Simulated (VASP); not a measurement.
Here is the system:

```
FePt
1.0
    2.68588     0.00000     0.00000
    0.00000     2.68588     0.00000
    0.00000     0.00000     3.71297
Fe Pt
1 1
Direct
  0.05585   0.00000   0.00000
  0.50000   0.50000   0.50000
```
Starting moments (μB, in the order of the record's atoms Fe Pt): 2.9 0.3.

All values below come from PBEsol GGA, VASP's PBE PAW potentials (set 64) (plane waves; VASP). Numerical set-up: 480 eV cut-off, 12×12×10 Γ-centred mesh, first-order Methfessel-Paxton smearing of 0.10 eV, potentials Fe Pt.

Unless said otherwise, spin-orbit coupling is left out, though it shifts the bands of the heavy elements here.

Q: Predict the cell moment, energy per atom (σ→0), pressure, largest force, band gap (on the k-mesh) with the smallest direct gap where there is one.

A: 
- band gap (on the k-mesh): none (metal, semimetal or under 0.01 eV)
- cell moment: 3.19 μB
- energy per atom (σ→0): -8.119 eV/atom
- pressure: 1.29 GPa
- largest force: 0.664 eV/Å

Q: Give the moment on each site (PAW-sphere projection).

A: 
```
site  moment (μB)
----  -----------
Fe1          2.83
Pt2          0.32
```

The absolute energy has meaning only against runs of the same code, potentials and settings.

The compound is FePt in the L1_0 structure. This cell was strained or had an atom moved on purpose.
